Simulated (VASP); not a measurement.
Input for VASP

**INCAR**
```
LMAXMIX=4   # l cut-off of mixed one-centre charges
EDIFF=1E-6
LASPH=.TRUE.   # aspherical one-centre terms
NELM=100   # most electronic steps
LREAL=.FALSE.   # projection in real space or not
PREC=Accurate
ISIF=2   # forces and stress, cell fixed
LWAVE=.FALSE.
SIGMA=0.1
LCHARG=.FALSE.
ALGO=Normal
SYSTEM=ZnCl2
ENCUT=300
ISMEAR=-1
```

### POSCAR
```
ZnCl2
1
    3.7895400000     0.0000000000     0.0000000000
    0.0000000000     3.7895400000     0.0000000000
    0.0000000000     0.0000000000    10.9282140000
Zn Cl
2 4
Direct
  0.0000000000   0.0000000000   0.0000000000
  0.5000000000   0.5000000000   0.5000000000
  0.0000000000   0.5000000000   0.1250000000
  0.0000000000   0.5000000000   0.6250000000
  0.5000000000   0.0000000000   0.3750000000
  0.5000000000   0.0000000000   0.8750000000
```

KPOINTS:
```
Automatic mesh
0
Gamma
9 9 3
0 0 0
```

POTCAR, in this order: Zn Cl (LDA.64 set). Program: vasp_std.

Write an equivalent input for Quantum ESPRESSO's pw.x.

One equivalent input (not run):
```
&CONTROL
  calculation = 'scf'
  pseudo_dir = './pseudo'
  outdir = './out'
  tprnfor = .true.
  tstress = .true.
/
&SYSTEM
  ibrav = 0
  nat = 6
  ntyp = 2
  ecutwfc = 84
  occupations = 'smearing'
  smearing = 'fermi-dirac'
  degauss = 0.00735
  input_dft = 'pz'
/
&ELECTRONS
  conv_thr = 7.3e-08
  electron_maxstep = 100
/
ATOMIC_SPECIES
  Zn 65.380 Zn.upf
  Cl 35.450 Cl.upf
CELL_PARAMETERS angstrom
     3.7895400    0.0000000    0.0000000
     0.0000000    3.7895400    0.0000000
     0.0000000    0.0000000   10.9282140
ATOMIC_POSITIONS crystal
  Zn   0.0000000  0.0000000  0.0000000
  Zn   0.5000000  0.5000000  0.5000000
  Cl   0.0000000  0.5000000  0.1250000
  Cl   0.0000000  0.5000000  0.6250000
  Cl   0.5000000  0.0000000  0.3750000
  Cl   0.5000000  0.0000000  0.8750000
K_POINTS automatic
  9 9 3 0 0 0
```
Limits of the translation: the potentials are each code's own (VASP's PAW set, PseudoDojo norm-conserving files in pw.x), so ENCUT and ecutwfc are chosen apart and not converted; conv_thr bounds pw.x's estimated SCF error, while EDIFF bounds the energy change between steps.

The structure comes from a measured ZnCl2 entry (P4_2/nmc) of the Crystallography Open Database, whose conditions weren't checked. The cell was not relaxed at this level.
